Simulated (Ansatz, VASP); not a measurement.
One calculation of Os4C, two programs

File INCAR:

```
PREC = Accurate
ENCUT = 600
EDIFF = 1E-6
ISMEAR = 0
SIGMA = 0.1
LREAL = False
LASPH = True
NELM = 60
ALGO = Normal
ISIF = 3
LWAVE = False
LCHARG = False
GGA = PE
IBRION = 2
NSW = 90
EDIFFG = -0.04
```

The input KPOINTS:

```
Automatic mesh
0
Gamma
  6 6 6
```

POSCAR

```
Os4C
1.0
   -2.6100129900      2.6100129900      2.6100129900
    2.6100129900     -2.6100129900      2.6100129900
    2.6100129900      2.6100129900     -2.6100129900
Os C
4 1
Direct
    0.5000000000      0.5000000000      0.5000000000
    0.0000000000      0.0000000000      0.5000000000
    0.0000000000      0.5000000000      0.0000000000
    0.5000000000      0.0000000000      0.0000000000
    0.0000000000      0.0000000000      0.0000000000
```

Input for Ansatz:

```yaml
crystal:
  lattice:
    - [-2.61001299, 2.61001299, 2.61001299]
    - [2.61001299, -2.61001299, 2.61001299]
    - [2.61001299, 2.61001299, -2.61001299]
  atoms:
    - { symbol: Os, position: [0.5, 0.5, 0.5] }
    - { symbol: Os, position: [0.0, 0.0, 0.5] }
    - { symbol: Os, position: [0.0, 0.5, 0.0] }
    - { symbol: Os, position: [0.5, 0.0, 0.0] }
    - { symbol: C, position: [0.0, 0.0, 0.0] }
basis:
  ecutwfc: 420
kpoints:
  mp_grid: { grid: [6, 6, 6] }
hamiltonian:
  xc: pbe
scf:
  occupations: { method: gaussian, width: 0.1 }
  lower_state_search: "off"
output:
  forces: true
  stress: true
  eigenvalues: true
relax:
  adjacent_minimum: "off"
  f_tol: 0.04
  max_steps: 70
  cell: { stress_tol: 0.4 }
```

Alike in both runs: task relaxation of cell and atoms; functional PBE; k mesh 6 × 6 × 6; occupations gaussian, width 0.1 eV; no spin polarisation.

|  | VASP | Ansatz |
| --- | --- | --- |
| version | VASP 6.6.1 | Ansatz 0.2.0 |
| potentials or method | VASP PAW PBE potentials, release 64 (Os, C) | scalar-relativistic, plane waves, PAW |
| plane-wave cutoff (eV) | 600 | 420 |
| valence electrons in the cell | 36 | 68 |

Ansatz gave:

```
gap on the k mesh at the Fermi level, each at its own relaxed structure (eV) : none
relaxed volume (Å³/atom)                                                     : 14.09
relaxed cell length with the largest relative difference (Å)                 : 4.507
energy change over the relaxation (meV/atom)                                 : -1
```

Task: What did VASP give for the same quantities?

Result: gap on the k mesh at the Fermi level, each at its own relaxed structure (eV): none; relaxed volume (Å³/atom): 14.12; relaxed cell length with the largest relative difference (Å): 4.509; energy change over the relaxation (meV/atom): -1.

A gap of «none» marks a metal or a gap that the smearing closes. The two sets of potentials don't hold the same shells in valence.

Caveats: the bands computed are all filled at some k points, so no gap is given. Spin-orbit coupling is left out, which matters for the levels of Os.
